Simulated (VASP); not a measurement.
A VASP calculation is set up with these files.

**POSCAR**
```
Mg2Sn
1
   -0.0000000000     2.9265899090     2.9265899090
    2.9265899090     0.0000000000     2.9265899090
    2.9265899090     2.9265899090     0.0000000000
Mg Sn
2 1
Direct
  0.2500000000   0.2500000000   0.2500000000
  0.7500000000   0.7500000000   0.7500000000
  1.0000000000   0.0000000000   1.0000000000
```

### INCAR
```
SYSTEM=Mg2Sn
PREC=Accurate; ENCUT=500; LREAL=.FALSE.
LASPH=.TRUE.
EDIFF=1E-6; NELM=100; ALGO=Normal
LMAXMIX=4
ISMEAR=1; SIGMA=0.1
GGA=PS
IBRION=2; NSW=40; ISIF=3
EDIFFG=-0.02; PSTRESS=450
LWAVE=.FALSE.; LCHARG=.FALSE.
```

### KPOINTS
```
Automatic mesh
0
Gamma
9 9 9
0 0 0
```

POTCAR, in this order: Mg Sn_d (PBE.64 set). Program: vasp_std.

Question: Translate this PBEsol calculation to Quantum ESPRESSO's pw.x.

Answer: One equivalent input (not run):
```
&CONTROL
  calculation = 'vc-relax'
  pseudo_dir = './pseudo'
  outdir = './out'
  tprnfor = .true.
  tstress = .true.
  nstep = 40
  forc_conv_thr = 0.00078
/
&SYSTEM
  ibrav = 0
  nat = 3
  ntyp = 2
  ecutwfc = 84
  occupations = 'smearing'
  smearing = 'methfessel-paxton'
  degauss = 0.00735
  input_dft = 'pbesol'
/
&ELECTRONS
  conv_thr = 7.3e-08
  electron_maxstep = 100
/
&IONS
/
&CELL
  press = 450
/
ATOMIC_SPECIES
  Mg 24.305 Mg.upf
  Sn 118.710 Sn.upf
CELL_PARAMETERS angstrom
    -0.0000000    2.9265899    2.9265899
     2.9265899    0.0000000    2.9265899
     2.9265899    2.9265899    0.0000000
ATOMIC_POSITIONS crystal
  Mg   0.2500000  0.2500000  0.2500000
  Mg   0.7500000  0.7500000  0.7500000
  Sn   1.0000000  0.0000000  1.0000000
K_POINTS automatic
  9 9 9 0 0 0
```
The two are equivalent in intent, not identical: the potentials are each code's own (VASP's PAW set, PseudoDojo norm-conserving files in pw.x), so ENCUT and ecutwfc are chosen apart and not converted; conv_thr bounds pw.x's estimated SCF error, while EDIFF bounds the energy change between steps; forc_conv_thr acts on force components and is met together with etot_conv_thr.

The compound is Mg2Sn in the antifluorite structure. It was relaxed first under an external pressure of 45 GPa.
